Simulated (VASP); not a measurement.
Method: r2SCAN meta-GGA, VASP's PBE PAW potentials (set 64) (plane waves; VASP).

VASP input:

**INCAR**
```
# general
SYSTEM  = Zr
PREC    = Accurate
ENCUT   = 500   # plane-wave cut-off (eV)
LREAL   = .False.   # projection in real space or not
LASPH   = .True.   # aspherical one-centre terms

# electronic loop
EDIFF   = 1E-6   # SCF stop (eV)
NELM    = 100   # most electronic steps
ALGO    = Normal   # blocked Davidson
LMAXMIX = 4   # l cut-off of mixed one-centre charges
LMIXTAU = .True.

# smearing
ISMEAR  = 1
SIGMA   = 0.1

# functional
METAGGA = R2SCAN

# ions
IBRION  = 2
NSW     = 40   # most ionic steps
ISIF    = 3   # ions, shape and volume
EDIFFG  = -0.02   # ionic stop

# output
LWAVE   = .False.
LCHARG  = .False.
```

File POSCAR:
```
Zr
1
    1.6219689991    -2.8093326598     0.0000000000
    1.6219689991     2.8093326598    -0.0000000000
    0.0000000000    -0.0000000000     5.1505613470
Zr
2
Direct
  0.3333330000   0.6666670000   0.2500000000
  0.6666670000   0.3333330000   0.7500000000
```

**KPOINTS**
```
kpoints
0
gamma
 13 13 7
```

POTCAR, in this order: Zr_sv (PBE.64 set). Program: vasp_std.

The resulting files:

**OSZICAR**
```
       N       E                     dE             d eps       ncg     rms          rms(c)
DAV:   1     0.178948612063E+03    0.17895E+03   -0.13764E+04  2688   0.149E+03
DAV:   2    -0.417788686432E+02   -0.22073E+03   -0.21869E+03  3456   0.419E+02
DAV:   3    -0.585437201615E+02   -0.16765E+02   -0.16653E+02  5152   0.810E+01
DAV:   4    -0.589171901514E+02   -0.37347E+00   -0.37345E+00  2856   0.141E+01
DAV:   5    -0.589286771181E+02   -0.11487E-01   -0.11487E-01  4304   0.169E+00    0.178E+01
DAV:   6    -0.473402934541E+02    0.11588E+02   -0.10704E+01  3360   0.235E+01    0.457E+00
DAV:   7    -0.439174779768E+02    0.34228E+01   -0.17065E+00  2912   0.123E+01    0.133E+00
DAV:   8    -0.458391124652E+02   -0.19216E+01   -0.76473E-01  2752   0.102E+01    0.780E-01
DAV:   9    -0.449808703472E+02    0.85824E+00   -0.11418E+00  2688   0.105E+01    0.754E-01
DAV:  10    -0.449331307011E+02    0.47740E-01   -0.25606E-01  2912   0.413E+00    0.789E-01
DAV:  11    -0.454994218052E+02   -0.56629E+00   -0.34227E-01  2960   0.443E+00    0.374E-01
DAV:  12    -0.454916229698E+02    0.77988E-02   -0.15697E-02  4152   0.125E+00    0.293E-01
DAV:  13    -0.455017450873E+02   -0.10122E-01   -0.48976E-03  2848   0.826E-01    0.140E-01
DAV:  14    -0.454991098159E+02    0.26353E-02   -0.29339E-03  3056   0.490E-01    0.119E-01
DAV:  15    -0.454993577549E+02   -0.24794E-03   -0.30785E-04  3784   0.186E-01    0.510E-02
DAV:  16    -0.454994518247E+02   -0.94070E-04   -0.27223E-05  3808   0.458E-02    0.377E-02
DAV:  17    -0.454994775198E+02   -0.25695E-04   -0.22006E-06  2632   0.105E-02    0.379E-02
DAV:  18    -0.454999742272E+02   -0.49671E-03   -0.10267E-03  2784   0.260E-01    0.149E-02
DAV:  19    -0.454999656070E+02    0.86202E-05   -0.39525E-05  3456   0.450E-02    0.178E-02
DAV:  20    -0.454999629207E+02    0.26863E-05   -0.31320E-06  2288   0.182E-02    0.929E-03
DAV:  21    -0.454999535041E+02    0.94166E-05   -0.58398E-06  2232   0.231E-02    0.673E-03
DAV:  22    -0.454999585714E+02   -0.50673E-05   -0.92988E-07  1496   0.113E-02    0.344E-03
DAV:  23    -0.454999528290E+02    0.57423E-05   -0.42550E-07  1536   0.663E-03    0.143E-03
DAV:  24    -0.454999526797E+02    0.14930E-06   -0.11468E-07  1456   0.263E-03
   1 F= -.45499953E+02 E0= -.45499650E+02  d E =-.455000E+02
       N       E                     dE             d eps       ncg     rms          rms(c)
DAV:   1    -0.455036548605E+02   -0.37020E-02   -0.19321E-01  2688   0.462E+00    0.489E-01
DAV:   2    -0.455004641075E+02    0.31908E-02   -0.12166E-02  3368   0.982E-01    0.201E-01
DAV:   3    -0.455000904281E+02    0.37368E-03   -0.48395E-03  4000   0.612E-01    0.113E-01
DAV:   4    -0.455000712890E+02    0.19139E-04   -0.68917E-04  3368   0.246E-01    0.591E-02
DAV:   5    -0.455001297354E+02   -0.58446E-04   -0.58649E-04  2800   0.248E-01    0.225E-02
DAV:   6    -0.455001678094E+02   -0.38074E-04   -0.22355E-04  2872   0.151E-01    0.106E-02
DAV:   7    -0.455001922448E+02   -0.24435E-04   -0.34861E-05  4456   0.416E-02    0.712E-03
DAV:   8    -0.455001751087E+02    0.17136E-04   -0.72081E-06  2832   0.289E-02    0.174E-03
DAV:   9    -0.455001867709E+02   -0.11662E-04   -0.18940E-06  2160   0.136E-02    0.159E-03
DAV:  10    -0.455001802823E+02    0.64886E-05   -0.19201E-07  1536   0.499E-03    0.340E-04
DAV:  11    -0.455001827416E+02   -0.24593E-05   -0.77488E-08  1480   0.281E-03    0.291E-04
DAV:  12    -0.455001816976E+02    0.10439E-05   -0.20278E-08  1496   0.116E-03    0.326E-04
DAV:  13    -0.455001817588E+02   -0.61184E-07   -0.91218E-09  1440   0.702E-04
   2 F= -.45500182E+02 E0= -.45499913E+02  d E =-.229079E-03
       N       E                     dE             d eps       ncg     rms          rms(c)
DAV:   1    -0.455003266304E+02   -0.14493E-03   -0.72689E-03  2688   0.896E-01    0.950E-02
DAV:   2    -0.455002040188E+02    0.12261E-03   -0.45172E-04  3312   0.190E-01    0.387E-02
DAV:   3    -0.455001769715E+02    0.27047E-04   -0.17948E-04  4008   0.118E-01    0.219E-02
DAV:   4    -0.455001946522E+02   -0.17681E-04   -0.26035E-05  3360   0.477E-02    0.113E-02
DAV:   5    -0.455001809274E+02    0.13725E-04   -0.22730E-05  2800   0.486E-02    0.437E-03
DAV:   6    -0.455001974923E+02   -0.16565E-04   -0.85367E-06  2880   0.293E-02    0.207E-03
DAV:   7    -0.455001943272E+02    0.31651E-05   -0.90614E-07  1672   0.789E-03    0.741E-04
DAV:   8    -0.455001965413E+02   -0.22140E-05   -0.26115E-07  1496   0.476E-03    0.435E-04
DAV:   9    -0.455001963665E+02    0.17477E-06   -0.90497E-08  1472   0.208E-03
   3 F= -.45500196E+02 E0= -.45499922E+02  d E =-.243687E-03
       N       E                     dE             d eps       ncg     rms          rms(c)
DAV:   1    -0.455011151140E+02   -0.91857E-03   -0.52232E-02  2688   0.234E+00    0.224E-01
DAV:   2    -0.455002994727E+02    0.81564E-03   -0.27204E-03  3296   0.447E-01    0.933E-02
DAV:   3    -0.455001823040E+02    0.11717E-03   -0.94232E-04  3560   0.281E-01    0.473E-02
DAV:   4    -0.455002531179E+02   -0.70814E-04   -0.16847E-04  3712   0.106E-01    0.274E-02
DAV:   5    -0.455002093671E+02    0.43751E-04   -0.11019E-04  2832   0.977E-02    0.127E-02
DAV:   6    -0.455002646454E+02   -0.55278E-04   -0.47946E-05  2880   0.625E-02    0.435E-03
DAV:   7    -0.455002580012E+02    0.66442E-05   -0.75135E-06  3440   0.203E-02    0.208E-03
DAV:   8    -0.455002606188E+02   -0.26176E-05   -0.39055E-07  1496   0.647E-03    0.113E-03
DAV:   9    -0.455002603232E+02    0.29555E-06   -0.10593E-07  1448   0.305E-03
   4 F= -.45500260E+02 E0= -.45500012E+02  d E =-.639567E-04
```

OUTCAR:
```
------------------------ aborting loop because EDIFF is reached ----------------------------------------
  FORCE on cell =-STRESS in cart. coord.  units (eV):
  Direction    XX          YY          ZZ          XY          YZ          ZX
  --------------------------------------------------------------------------------------
  Total        0.0060973      0.0060973     -0.0009382      0.0000000     -0.0000000      0.0000000
  in kB        0.2078046      0.2078046     -0.0319739      0.0000000     -0.0000000      0.0000000
  external PRESSURE =       0.1278784 kB  Pullay stress =       0.0000000 kB
  volume of cell :       47.01
      direct lattice vectors                 reciprocal lattice vectors
     1.619942457 -2.805822587  0.000000000     0.308652939 -0.178200861 -0.000000000
     1.619942457  2.805822587  0.000000000     0.308652939  0.178200861  0.000000000
    -0.000000000 -0.000000000  5.171316089    -0.000000000  0.000000000  0.193374372
 POSITION                                       TOTAL-FORCE (eV/Angst)
 -----------------------------------------------------------------------------------
      1.61994      0.93528      1.29283        -0.000000      0.000000      0.000000
      1.61994     -0.93528      3.87849         0.000000     -0.000000      0.000000
 -----------------------------------------------------------------------------------
    total drift:                               -0.000146      0.001120     -0.000019
  FREE ENERGIE OF THE ION-ELECTRON SYSTEM (eV)
  ---------------------------------------------------
  free  energy   TOTEN  =       -45.5002603232 eV

  energy  without entropy=      -45.4995161217  energy(sigma->0) =      -45.50001226

 reached required accuracy - stopping structural energy minimisation
```
(Selected blocks of OUTCAR.)

CONTCAR:
```
Zr
   1.00000000000000
     1.6199424574238657   -2.8058225868592395    0.0000000000000000
     1.6199424574238657    2.8058225868592395    0.0000000000000000
    -0.0000000000000000   -0.0000000000000000    5.1713160894772088
  Zr
     2
Direct
     0.3333330000000032    0.6666669999999968    0.2500000000000000
     0.6666669999999968    0.3333330000000032    0.7500000000000000
```

### OUTCAR
```
 val. band max:        8.9606517083   @ k =   0.1538  -0.0000   0.1429

 cond. band min:       8.9708473604   @ k =   0.3077   0.2308   0.2857


 Fermi energy:         8.9691164241

 k-point     1 :       0.0000    0.0000    0.0000
  band No.  band energies     occupation
      1     -41.6403      2.00000
      2     -41.4813      2.00000
      3     -19.4796      2.00000
      4     -18.5869      2.00000
      5     -18.5869      2.00000
      6     -18.4564      2.00000
      7     -18.4476      2.00000
      8     -18.4476      2.00000
      9       2.9390      2.00000
     10       5.7607      2.00000
     11       9.9078     -0.00000
     12       9.9144     -0.00000
     13       9.9144     -0.00000
     14      10.0513     -0.00000
     15      10.6448     -0.00000
     16      10.6448     -0.00000

 k-point     2 :       0.0769   -0.0000    0.0000
  band No.  band energies     occupation
      1     -41.6333      2.00000
      2     -41.4783      2.00000
      3     -19.4609      2.00000
      4     -18.6282      2.00000
      5     -18.6004      2.00000
      6     -18.4904      2.00000
      7     -18.4642      2.00000
      8     -18.4529      2.00000
      9       3.1111      2.00000
     10       5.9152      2.00000
     11       9.4931     -0.00000
     12       9.6023     -0.00000
     13      10.0728     -0.00000
     14      10.3605     -0.00000
     15      10.5055     -0.00000
     16      10.7929     -0.00000

 k-point     3 :       0.1538   -0.0000    0.0000
  band No.  band energies     occupation
      1     -41.6135      2.00000
      2     -41.4704      2.00000
      3     -19.4072      2.00000
      4     -18.7425      2.00000
      5     -18.6365      2.00000
      6     -18.6061      2.00000
      7     -18.4876      2.00000
      8     -18.4686      2.00000
      9       3.6004      2.00000
     10       6.3204      2.00000
     11       8.8994      1.91801
     12       8.9182      1.75032
     13      10.1084     -0.00000
...
```

The compound is Zr in the hcp structure. This run relaxes it. Symmetry was kept, so distortions that lower it aren't found.
